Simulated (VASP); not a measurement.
Level of theory: r2SCAN meta-GGA, VASP's PBE PAW potentials (set 64) (plane waves; VASP).

A VASP calculation is set up with these files.

**KPOINTS**
```
Automatic mesh
0
Gamma
8 8 5
0 0 0
```

### INCAR
```
SYSTEM = SiC
PREC = Accurate; ENCUT = 520; LREAL = .False.
LASPH = .True.
EDIFF = 1E-7; NELM = 100; ALGO = Normal
LMIXTAU = .True.
ISMEAR = 0; SIGMA = 0.05
METAGGA = R2SCAN
IBRION = 2; NSW = 30; ISIF = 4
EDIFFG = -0.01
LWAVE = .False.; LCHARG = .False.
```

File POSCAR:
```
SiC
1.0
  1.5058077139  -2.6081352295   0.0000000000
  1.5058077139   2.6081352295   0.0000000000
  0.0000000000   0.0000000000   4.9440542806
Si C
2 2
Cartesian
  1.5058077139  -0.8693801486   2.4700644882
  1.5058077139   0.8693801486   4.9420916285
  1.5058077139  -0.8693801486   4.3280101476
  1.5058077139   0.8693801486   1.8559830073
```

POTCAR, in this order: Si C (PBE.64 set). Program: vasp_std.

Output of the run:

OSZICAR:
```
       N       E                     dE             d eps       ncg     rms          rms(c)
DAV:   1     0.244398298685E+02    0.24440E+02   -0.76438E+03   720   0.124E+03
DAV:   2    -0.418168761439E+02   -0.66257E+02   -0.60088E+02  1044   0.192E+02
DAV:   3    -0.447474192143E+02   -0.29305E+01   -0.29138E+01   940   0.403E+01
DAV:   4    -0.447775699351E+02   -0.30151E-01   -0.30127E-01   904   0.482E+00
DAV:   5    -0.447780142239E+02   -0.44429E-03   -0.44422E-03   932   0.559E-01    0.140E+01
DAV:   6    -0.388225029505E+02    0.59555E+01   -0.10199E+01   884   0.220E+01    0.816E+00
DAV:   7    -0.378835615543E+02    0.93894E+00   -0.72738E-01   852   0.748E+00    0.300E+00
DAV:   8    -0.383251220620E+02   -0.44156E+00   -0.98042E-01   856   0.837E+00    0.195E+00
DAV:   9    -0.383128668605E+02    0.12255E-01   -0.24383E-01   808   0.499E+00    0.564E-01
DAV:  10    -0.385080972718E+02   -0.19523E+00   -0.73508E-02   800   0.298E+00    0.445E-01
DAV:  11    -0.385130966754E+02   -0.49994E-02   -0.52574E-03   876   0.761E-01    0.150E-01
DAV:  12    -0.385178117650E+02   -0.47151E-02   -0.43209E-03   800   0.770E-01    0.619E-02
DAV:  13    -0.385190270353E+02   -0.12153E-02   -0.42500E-04   820   0.265E-01    0.551E-02
DAV:  14    -0.385186494430E+02    0.37759E-03   -0.92492E-05   876   0.112E-01    0.288E-02
DAV:  15    -0.385190890638E+02   -0.43962E-03   -0.26299E-04   788   0.190E-01    0.141E-02
DAV:  16    -0.385190231794E+02    0.65884E-04   -0.82625E-06   884   0.391E-02    0.756E-03
DAV:  17    -0.385190315263E+02   -0.83469E-05   -0.56645E-07   868   0.772E-03    0.254E-03
DAV:  18    -0.385190218709E+02    0.96554E-05   -0.12435E-07   580   0.471E-03    0.208E-03
DAV:  19    -0.385190253581E+02   -0.34872E-05   -0.43094E-08   460   0.297E-03    0.150E-03
DAV:  20    -0.385190202025E+02    0.51556E-05   -0.15130E-08   436   0.125E-03    0.449E-04
DAV:  21    -0.385190206152E+02   -0.41265E-06   -0.32593E-09   444   0.545E-04    0.218E-04
DAV:  22    -0.385190206666E+02   -0.51394E-07   -0.48526E-09   424   0.973E-04
   1 F= -.38519021E+02 E0= -.38519021E+02  d E =-.385190E+02
       N       E                     dE             d eps       ncg     rms          rms(c)
DAV:   1    -0.385190702324E+02   -0.49617E-04   -0.73061E-03   896   0.739E-01    0.616E-02
DAV:   2    -0.385190112950E+02    0.58937E-04   -0.24512E-04   908   0.144E-01    0.311E-02
DAV:   3    -0.385189881888E+02    0.23106E-04   -0.69663E-05   920   0.781E-02    0.677E-03
DAV:   4    -0.385189739129E+02    0.14276E-04   -0.14139E-05   900   0.323E-02    0.376E-03
DAV:   5    -0.385189849884E+02   -0.11076E-04   -0.19031E-06   828   0.156E-02    0.181E-03
DAV:   6    -0.385189791638E+02    0.58246E-05   -0.59944E-07   804   0.922E-03    0.562E-04
DAV:   7    -0.385189815076E+02   -0.23438E-05   -0.14569E-07   472   0.414E-03    0.163E-04
DAV:   8    -0.385189804783E+02    0.10293E-05   -0.20424E-08   412   0.153E-03    0.756E-05
DAV:   9    -0.385189810955E+02   -0.61723E-06   -0.18296E-09   400   0.617E-04    0.416E-05
DAV:  10    -0.385189807734E+02    0.32206E-06   -0.11349E-09   392   0.408E-04    0.327E-05
DAV:  11    -0.385189808738E+02   -0.10038E-06   -0.27541E-10   396   0.193E-04    0.204E-05
DAV:  12    -0.385189808538E+02    0.20048E-07   -0.43432E-11   396   0.623E-05
   2 F= -.38518981E+02 E0= -.38518981E+02  d E =0.398128E-04
       N       E                     dE             d eps       ncg     rms          rms(c)
DAV:   1    -0.385190817950E+02   -0.10092E-03   -0.26916E-03   900   0.449E-01    0.374E-02
DAV:   2    -0.385190652639E+02    0.16531E-04   -0.90426E-05   904   0.874E-02    0.189E-02
DAV:   3    -0.385190443374E+02    0.20926E-04   -0.25710E-05   920   0.475E-02    0.409E-03
DAV:   4    -0.385190536459E+02   -0.93084E-05   -0.52021E-06   892   0.196E-02    0.227E-03
DAV:   5    -0.385190469616E+02    0.66842E-05   -0.70249E-07   828   0.949E-03    0.110E-03
DAV:   6    -0.385190506459E+02   -0.36842E-05   -0.21984E-07   740   0.559E-03    0.335E-04
DAV:   7    -0.385190493411E+02    0.13048E-05   -0.54357E-08   420   0.252E-03    0.998E-05
DAV:   8    -0.385190499947E+02   -0.65359E-06   -0.74695E-09   396   0.929E-04    0.475E-05
DAV:   9    -0.385190496173E+02    0.37735E-06   -0.66932E-10   384   0.371E-04    0.280E-05
DAV:  10    -0.385190498133E+02   -0.19595E-06   -0.41483E-10   380   0.248E-04    0.236E-05
DAV:  11    -0.385190497499E+02    0.63369E-07   -0.10032E-10   384   0.117E-04
   3 F= -.38519050E+02 E0= -.38519050E+02  d E =-.290834E-04
```

### OUTCAR
```
------------------------ aborting loop because EDIFF is reached ----------------------------------------
  FORCE on cell =-STRESS in cart. coord.  units (eV):
  Direction    XX          YY          ZZ          XY          YZ          ZX
  --------------------------------------------------------------------------------------
  Total        3.8527748      3.8527740      3.8406107      0.0000000     -0.0000000      0.0000000
  in kB      158.9539613    158.9539313    158.4521079      0.0000000     -0.0000000      0.0000000
  external PRESSURE =     158.7866668 kB  Pullay stress =       0.0000000 kB
  volume of cell :       38.83
      direct lattice vectors                 reciprocal lattice vectors
     1.506109453 -2.608657848  0.000000000     0.331981184 -0.191669444  0.000000000
     1.506109453  2.608657848 -0.000000000     0.331981184  0.191669444  0.000000000
     0.000000000  0.000000000  4.942073478     0.000000000  0.000000000  0.202344219
  FREE ENERGIE OF THE ION-ELECTRON SYSTEM (eV)
  ---------------------------------------------------
  free  energy   TOTEN  =       -38.5190497499 eV

  energy  without entropy=      -38.5190497499  energy(sigma->0) =      -38.51904975

 reached required accuracy - stopping structural energy minimisation
```
(Selected blocks of OUTCAR.)

CONTCAR:
```
SiC
   1.00000000000000
     1.5061094530146824   -2.6086578481642881    0.0000000000000000
     1.5061094530146824    2.6086578481642881   -0.0000000000000000
     0.0000000000000000    0.0000000000000000    4.9420734781878268
  Si              C
     2     2
Direct
     0.6666669999999968    0.3333330000000032    0.4996410742275947
     0.3333330000000032    0.6666669999999968    0.9996410742275947
     0.6666669999999968    0.3333330000000032    0.8753589257724053
     0.3333330000000032    0.6666669999999968    0.3753589257724053
```

The compound is SiC in the wurtzite structure, the rare 2H polytype. This cell is one point of a volume scan, at 0.94 of the reference volume. Symmetry was kept, so distortions that lower it aren't found.
